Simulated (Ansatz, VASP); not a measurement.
# Li2Ca: VASP beside Ansatz

The input INCAR:

```
SYSTEM = Li2Ca
  PREC = Accurate
  ENCUT = 600
  EDIFF = 1E-6
  ISMEAR = 0
  SIGMA = 0.1
  LREAL = .FALSE.
  LASPH = .TRUE.
  NELM = 100
  ALGO = Normal
  ISIF = 3
  LWAVE = .FALSE.
  LCHARG = .FALSE.
  GGA = CA
  IBRION = 2
  NSW = 70
  EDIFFG = -0.005
```

File KPOINTS:

```
regular mesh
0
G
  8 8 8
  0 0 0
```

POSCAR

```
Li2Ca
1.0
    0.0000000000      4.3645114596      4.3645114596
    4.3645114596      0.0000000000      4.3645114596
    4.3645114596      4.3645114596      0.0000000000
Li Ca
4 2
Direct
    0.1250000000      0.1250000000      0.1250000000
    0.6250000000      0.1250000000      0.1250000000
    0.1250000000      0.1250000000      0.6250000000
    0.1250000000      0.6250000000      0.1250000000
    0.5000000000      0.5000000000      0.5000000000
    0.7500000000      0.7500000000      0.7500000000
```

Input for Ansatz:

```yaml
crystal:
  lattice:
    - [0.0, 4.3645114596, 4.3645114596]
    - [4.3645114596, 0.0, 4.3645114596]
    - [4.3645114596, 4.3645114596, 0.0]
  atoms:
    - { symbol: Li, position: [0.125, 0.125, 0.125] }
    - { symbol: Li, position: [0.625, 0.125, 0.125] }
    - { symbol: Li, position: [0.125, 0.125, 0.625] }
    - { symbol: Li, position: [0.125, 0.625, 0.125] }
    - { symbol: Ca, position: [0.5, 0.5, 0.5] }
    - { symbol: Ca, position: [0.75, 0.75, 0.75] }
basis:
  ecutwfc: 420
kpoints:
  mp_grid: { grid: [8, 8, 8] }
hamiltonian:
  xc: lda
scf:
  occupations: { method: gaussian, width: 0.1 }
output:
  forces: true
  stress: true
  eigenvalues: true
  write_density: true
  write_potential: true
  elf: true
  volumetric_format: npy
relax:
  adjacent_minimum: "off"
  f_tol: 0.005
  max_steps: 50
  cell: { stress_tol: 0.05 }
```

Alike in both runs: task relaxation of cell and atoms; functional LDA; k mesh 8 × 8 × 8; occupations gaussian, width 0.1 eV; no spin polarisation.

|  | VASP | Ansatz |
| --- | --- | --- |
| version | VASP 6.6.1 | Ansatz 0.2.0 |
| potentials or method | VASP PAW LDA potentials, release 64 (Li_sv, Ca_sv) | scalar-relativistic, plane waves, PAW |
| plane-wave cutoff (eV) | 600 | 420 |
| valence electrons in the cell | 32 | 32 |

Ansatz gave:

* gap on the k mesh at the Fermi level, each at its own relaxed structure (eV): none
* relaxed volume (Å³/atom): 25.59
* relaxed cell length with the largest relative difference (Å): 6.010
* energy change over the relaxation (meV/atom): -8

Problem. What did VASP give for the same quantities?

Solution. gap on the k mesh at the Fermi level, each at its own relaxed structure (eV): none; relaxed volume (Å³/atom): 25.52; relaxed cell length with the largest relative difference (Å): 6.005; energy change over the relaxation (meV/atom): -9.

A gap of «none» marks a metal or a gap that the smearing closes.

Caveats: the cutoff is under 1.25 times the usual one of these potentials, so pressure, stress and relaxed cells hold a basis-set (Pulay) error (VASP). LDA usually gives volumes a few per cent too small. Zero-point motion and thermal expansion aren't in these numbers.
